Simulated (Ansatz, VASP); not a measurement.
# Co (Co chain with one atom pushed 0.5 A aside at constant bond length): VASP beside Ansatz

One calculation is typed for both programs; each brings its own data sets. How far apart do they land? The cell is taken from a series of runs on this material, whose earlier steps may have relaxed, scaled, displaced or heated it; both programs get it as it stands.

Program: Ansatz 0.2.0. Level of theory: plane waves, with VASP 6.6.1 beside it; single point at LDA. Results are calculated unless marked as measured.

## 1. Set-up

The cell holds 11 atoms: 11 Co. Its edges and angles: a = 7.500 Å, b = 7.500 Å, c = 23.532 Å, α = 90.0°, β = 90.0°, γ = 90.0°. Vacuum lies along a and b. The structure's axis is c.

Structure file:

```cif
data_structure
_symmetry_space_group_name_H-M 'P 1'
_symmetry_Int_Tables_number 1
_cell_length_a 7.5000
_cell_length_b 7.5000
_cell_length_c 23.5321
_cell_angle_alpha 90.000
_cell_angle_beta 90.000
_cell_angle_gamma 90.000
_cell_volume 1323.68
loop_
_atom_site_label
_atom_site_type_symbol
_atom_site_fract_x
_atom_site_fract_y
_atom_site_fract_z
_atom_site_occupancy
Co1 Co 0.50000 0.50000 0.00000 1
Co2 Co 0.50000 0.50000 0.09136 1
Co3 Co 0.50000 0.50000 0.18273 1
Co4 Co 0.50000 0.50000 0.27409 1
Co5 Co 0.50000 0.50000 0.36546 1
Co6 Co 0.56667 0.50000 0.45432 1
Co7 Co 0.50000 0.50000 0.54318 1
Co8 Co 0.50000 0.50000 0.63454 1
Co9 Co 0.50000 0.50000 0.72591 1
Co10 Co 0.50000 0.50000 0.81727 1
Co11 Co 0.50000 0.50000 0.90864 1
```

## 2. Ansatz: single point, LDA

Ansatz runs on its default PAW (the set named soft_2) files.

With cell and atoms fixed, the geometry can't cause a difference; cores, projectors, grids and the points listed under the comparison can.

Input file input.yaml:

```yaml
crystal:
  lattice:
    - [7.5, 0.0, 0.0]
    - [0.0, 7.5, 0.0]
    - [0.0, 0.0, 23.5321047333]
  atoms:
    - { symbol: Co, position: [0.5, 0.5, 0.0], spin: 2.0 }
    - { symbol: Co, position: [0.5, 0.5, 0.0913645432], spin: 2.0 }
    - { symbol: Co, position: [0.5, 0.5, 0.1827290864], spin: 2.0 }
    - { symbol: Co, position: [0.5, 0.5, 0.2740936297], spin: 2.0 }
    - { symbol: Co, position: [0.5, 0.5, 0.3654581729], spin: 2.0 }
    - { symbol: Co, position: [0.566666667, 0.5, 0.4543177284], spin: 2.0 }
    - { symbol: Co, position: [0.5, 0.5, 0.5431772839], spin: 2.0 }
    - { symbol: Co, position: [0.5, 0.5, 0.6345418271], spin: 2.0 }
    - { symbol: Co, position: [0.5, 0.5, 0.7259063703], spin: 2.0 }
    - { symbol: Co, position: [0.5, 0.5, 0.8172709136], spin: 2.0 }
    - { symbol: Co, position: [0.5, 0.5, 0.9086354568], spin: 2.0 }
magnetization:
  spin_polarized: true
kpoints:
  mp_grid: { grid: [1, 1, 4] }
hamiltonian:
  xc: lda
scf:
  occupations: { method: fermi_dirac, width: 0.1 }
  convergence: { dr2_threshold: 1.0e-08 }
output:
  transmission:
    leads: [[0, 1]]
    e_range: [-2.0, 2.0]
    de: 0.05
    kmesh: [1, 1]
    reduced_basis: true
  write_potential: true
  write_density: true
  volumetric_format: npy
```

Launch:

```bash
$ ansatz run input.yaml --threads 4 --pin off --max-ram 8192MiB --backend cpu --events-out ev --progress --plain --runs-dir out
```

Numbers of over 12 decimals in the logs are rounded to 6 here.

The program printed:

```text
Engine: ansatz 0.2.0, x86_64-unknown-linux-gnu
Pseudopotentials: kind: paw
Pseudopotential: Co, paw, valence charge 17, recommended cutoff 420 eV (normal), Co.paw.azcp
Functional definition: SPW92
  exchange = slater_x
  correlation = pw_c
Crystal: 11 atoms, lattice volume = 1323.681 Å³
Basis set: ecut = 420 eV, 25887 PW (Γ)
Bands: 126, of which v1, the nominal top of the filled ones, is band 94 counted from 1 (93 counted from 0)
Symmetry: 4 space group operations
Space group: Pmm2 (ITA 25), of the structure as read, at distance tolerance 1.1e-4 Å
Magnetic group: BNS 25.57 (UNI 155), of the structure as read, at distance tolerance 1.1e-4 Å
k-points: 3 of 4
Non-local potential: Co, projectors of the file, l = 0: 3, l = 1: 2, l = 2: 3, l = 3: 1
PAW form: soft (Blöchl's): semilocal exchange-correlation on the pseudo side does not see the compensation charge
PAW frozen core: Co, regenerated for the run's functional, and the local potential with it (the file was generated under x = pbe(κ = 0.804, μ = 0.219515), c = pbe(β = 0.066725))
PAW one-centre angular grid: Co, 590 points (default); XC on 64 Gauss nodes
Initial density: superposition of atomic densities (neutral atoms: chi_scale 0, normalization atom)
Starting moments: Σ|m| = 22 μB on 11 of 11 sites
Initial wavefunctions: pseudopotential atomic-orbital guess
Functional: x = slater, c = lda
SCF iter   1: F=—  HF=-55636.120340 eV  |F-HF|=—  |Δ(HF+E_count)|=         —  Δρ=3.21e-2 (↑3.21e-2 ↓1.27e-2)  dr2=1.39e1  dr2_m=4.84e0  M=25.644 μB ∫|m|=25.722 μB  β_m=0.30  ethr=3.10e-3  ⟨swp⟩=10.3  Hψ=3148  notcnv=0  defer=16
Mixer restart at iter 1: flushing history
preconditioner: auto → LDOS  [metal: Δε(μ)=0.002 eV  Ē_g=4.165 eV  σ=0.100 eV  W_gap=0.01  n_scr=178 (ndim 8)  ℏωp=10.2 eV  f_vac=0.694  D(μ)=32.62/eV (n_scr^D=218)]
spin=Collinear: LDOS preconditioning applied to the charge; magnetization (m = ρ↑ − ρ↓) channel mixes plain (no charge-response kernel on spin).
SCF iter   2: F=—  HF=-55641.269703 eV  |F-HF|=—  |Δ(HF+E_count)|=    5.15e0  Δρ=1.73e-2 (↑1.73e-2 ↓1.13e-2)  dr2=4.18e0  dr2_m=2.14e0  M=25.506 μB ∫|m|=25.612 μB  β_m=0.52  ethr=3.10e-3  ⟨swp⟩=3.0  Hψ=1368  notcnv=0  defer=47
SCF iter   3: F=—  HF=-55647.340373 eV  |F-HF|=—  |Δ(HF+E_count)|=    6.07e0  Δρ=2.38e-3 (↑2.38e-3 ↓1.91e-3)  dr2=1.87e-1  dr2_m=8.59e-3  M=24.581 μB ∫|m|=24.776 μB  β_m=0.52  ethr=2.24e-3  ⟨swp⟩=3.0  Hψ=1284  notcnv=0  defer=47
SCF iter   4: F=—  HF=-55648.123287 eV  |F-HF|=—  |Δ(HF+E_count)|=   7.83e-1  Δρ=1.81e-3 (↑1.81e-3 ↓1.03e-3)  dr2=2.21e-2  dr2_m=1.10e-2  M=24.426 μB ∫|m|=24.643 μB  β_m=0.60  ethr=1.00e-4  ⟨swp⟩=3.2  Hψ=1498  notcnv=0  defer=51
SCF iter   5: F=—  HF=-55648.298435 eV  |F-HF|=—  |Δ(HF+E_count)|=   1.75e-1  Δρ=1.07e-3 (↑1.07e-3 ↓5.61e-4)  dr2=3.66e-3  dr2_m=6.43e-3  M=24.232 μB ∫|m|=24.448 μB  β_m=0.71  ethr=1.18e-5  ⟨swp⟩=2.0  Hψ=1047  notcnv=0  defer=51
SCF iter   6: F=—  HF=-55648.332722 eV  |F-HF|=—  |Δ(HF+E_count)|=   3.43e-2  Δρ=3.69e-4 (↑2.66e-4 ↓3.69e-4)  dr2=1.89e-3  dr2_m=5.29e-4  M=24.081 μB ∫|m|=24.296 μB  β_m=0.67  ethr=1.96e-6  ⟨swp⟩=2.5  Hψ=1470  notcnv=0  defer=51
SCF iter   7: F=—  HF=-55648.332963 eV  |F-HF|=—  |Δ(HF+E_count)|=   2.41e-4  Δρ=1.36e-4 (↑1.11e-4 ↓1.36e-4)  dr2=3.67e-4  dr2_m=2.21e-5  M=24.045 μB ∫|m|=24.259 μB  β_m=0.57  ethr=1.01e-6  ⟨swp⟩=2.2  Hψ=1223  notcnv=0  defer=51
SCF iter   8: F=—  HF=-55648.333015 eV  |F-HF|=—  |Δ(HF+E_count)|=   5.18e-5  Δρ=4.46e-5 (↑4.46e-5 ↓3.16e-5)  dr2=3.78e-5  dr2_m=4.68e-6  M=24.054 μB ∫|m|=24.268 μB  β_m=0.51  ethr=1.96e-7  ⟨swp⟩=2.0  Hψ=1024  notcnv=0  defer=51
SCF iter   9: F=—  HF=-55648.333044 eV  |F-HF|=—  |Δ(HF+E_count)|=   2.92e-5  Δρ=1.26e-5 (↑1.05e-5 ↓1.26e-5)  dr2=3.96e-6  dr2_m=5.58e-7  M=24.059 μB ∫|m|=24.274 μB  β_m=0.58  ethr=2.02e-8  ⟨swp⟩=1.0  Hψ=756  notcnv=0  defer=51
SCF iter  10: F=—  HF=-55648.333045 eV  |F-HF|=—  |Δ(HF+E_count)|=   1.12e-6  Δρ=3.26e-6 (↑3.25e-6 ↓3.26e-6)  dr2=2.32e-7  dr2_m=3.11e-8  M=24.061 μB ∫|m|=24.276 μB  β_m=0.60  ethr=2.12e-9  ⟨swp⟩=2.0  Hψ=977  notcnv=0  defer=51
SCF iter  11: F=—  HF=-55648.333045 eV  |F-HF|=—  |Δ(HF+E_count)|=   1.27e-7  Δρ=1.51e-6 (↑1.51e-6 ↓1.07e-6)  dr2=3.31e-8  dr2_m=7.15e-9  M=24.061 μB ∫|m|=24.275 μB  β_m=0.57  ethr=1.24e-10  ⟨swp⟩=1.7  Hψ=826  notcnv=0  defer=51
SCF iter  12: F=—  HF=-55648.333046 eV  |F-HF|=—  |Δ(HF+E_count)|=   9.42e-9  Δρ=4.45e-7 (↑4.45e-7 ↓3.57e-7)  dr2=2.07e-9  dr2_m=1.37e-9  M=24.061 μB ∫|m|=24.275 μB  β_m=0.69  ethr=1.77e-11  ⟨swp⟩=2.0  Hψ=1058  notcnv=0  defer=51
SCF iter  13: F=—  HF=-55648.333046 eV  |F-HF|=—  |Δ(HF+E_count)|=   3.83e-9  Δρ=3.45e-7 (↑1.49e-7 ↓3.45e-7)  dr2=1.12e-9  dr2_m=4.93e-10  M=24.061 μB ∫|m|=24.275 μB  β_m=0.77  ethr=1.11e-12  ⟨swp⟩=2.5  Hψ=1416  notcnv=0  defer=51
SCF iter  14: F=-55648.333046 eV  HF=-55648.333046 eV  |F-HF|=1.63e-9  |Δ(HF+E_count)|=  1.16e-10  Δρ=3.32e-7 (↑1.40e-7 ↓3.32e-7)  dr2=1.67e-9  dr2_m=2.80e-10  M=24.061 μB ∫|m|=24.275 μB  ethr=1.00e-12  ⟨swp⟩=15.2  Hψ=2931  notcnv=0
SCF 1 converged in 14 iterations: F = -55648.333046 eV  dr2 = 1.67e-9
  greatest PAW one-centre occupation: 1.004 electrons in one spin orbital (limit 2), on the Co atom at site 9 (counted from 0), in its partial waves of l = 1
transmission: 60 of 360 steps passed
transmission: 90 of 360 steps passed
[...]
transmission: 360 of 360 steps passed
SCF converged after 14 iterations
Magnetization: 24.0609 μB (105.5304 up, 81.4696 down)
Absolute magnetization: 24.2752 μB (∫|ρ↑−ρ↓|, with the PAW one-centre terms)
Spin contamination: 0.1515 ħ² per cell (⟨S²⟩ above its minimum at these occupations)
Per-site moments (μB) at R_I (Å): [(2.014120, 0.886875), (2.013486, 0.886875), (2.013619, 0.886875), (2.010089, 0.886875), (2.003781, 0.886875), (1.987337, 0.886875), (2.003781, 0.886875), (2.010089, 0.886875), (2.013619, 0.886875), (2.013486, 0.886875), (2.014120, 0.886875)]
Free energy (F): -55648.333046 eV
Harris-Foulkes:  -55648.333046 eV  (|F-HF|=1.63e-9)
Internal energy: -55647.353051 eV  (E = F + TS)
E sigma→0 (E₀):  -55647.843048 eV
Entropy (-TS):   -0.979995 eV (-89.090 meV/atom)
Fermi energy:    -2.758283 eV
--- Per-component energies (eV) ---
  E_band       = -6555.315140
  E_kinetic    = 4967.769790
  E_local      = -79542.202470  (includes V_loc(G=0)·N_el)
  E_nonlocal   = 5164.480376
  E_hartree    = 35280.707657
  E_xc         = -1676.992498
  E_vxc        = -2176.510852  (∫ρ·V_xc dr)
  E_paw        = -16060.448695  (= ΣΔE_a)
  E_vpaw       = -5530.269125  (= ΣTr[D̂ρ^β])
  E_aug_tail   = 0.000338  (compensation charges beyond the density's cutoff)
  E_ewald      = -3785.268305
  E_core_change = 4.600757  (= ΣΔE_core)
  E_smearing   = -0.979995  (= −TS)
  E_closure    = 0.000000  (closes the sum)
  Σ components = -55648.333046   (vs F -55648.333046, Δ=0.00e0)
--- Band table (eV; the first three rows and the last of 6) ---
  k-point 0 ↑: bands = [... 90 lower, -4.3922, -4.3738, -4.2466, -4.2437, -4.0616, -4.0425, -3.7883, -3.7613, ... 28 higher]
  k-point 1 ↑: bands = [... 90 lower, -4.4110, -4.2724, -4.2498, -4.2163, -4.0508, -3.9341, -3.8925, -3.8728, ... 28 higher]
  k-point 2 ↑: bands = [... 90 lower, -4.4530, -4.4087, -4.1220, -4.0858, -4.0595, -4.0311, -3.8235, -3.8202, ... 28 higher]
  k-point 2 ↓: bands = [... 90 lower, -2.4443, -2.4363, -2.3864, -2.3786, -2.3115, -2.2414, -2.1921, -2.1583, ... 28 higher]
--- Transmission ---
  basis      : 497 plane waves across, 30 finite elements along
  points     : 1, standing for a mesh of 1 x 1
  energies   : 81 from -2.000000 to 2.000000 eV about the Fermi level, 0.050000 eV apart; the leads are filled to 0.000000 eV, and channels, transmission and decay are at 0.000000 eV
  crystal 0  : Co1, at the sites [0, 1], period 2.1500 Å, over 21.50 Å; its Hamiltonian steps by up to 1.3 meV
    offset         : up to 0.0000 Å between an atom of the period and one for which it stands
    channels       : 1.000000e0 up, 6.000000e0 down
    conductance    : none, the energies end too early or step too widely for 300 K: set another output.transmission.e_range or a lower de, or, where they end at an eighth of basis.ecutwfc, a higher one
  junction   : crystal 0 to crystal 0, -0.38 to 21.00 Å
    transmission   : 9.958114e-1 up, 5.832717e0 down
    error estimate : 1.403311e-5 up, 4.330683e-4 down from the reduction of the transverse basis, at the most 2.050334e-3 at -0.150000 eV
    conductance    : none, the energies end too early or step too widely for 300 K: set another output.transmission.e_range or a lower de, or, where they end at an eighth of basis.ecutwfc, a higher one
```

[end of part 1 of 2]

[Lines on the potential files, build, host, timing and source positions are cut from VASP's logs without a mark.]

[Logs are printed without paths, hosts, clocks, repeated set-up lines and the standing remarks that a program may print on its own settings, such as how far it seeks lower states.]

[Hosts, paths, dates, database ids (printed as entryN), source tags and the programs' standing remarks are cut or masked in the printed files.]
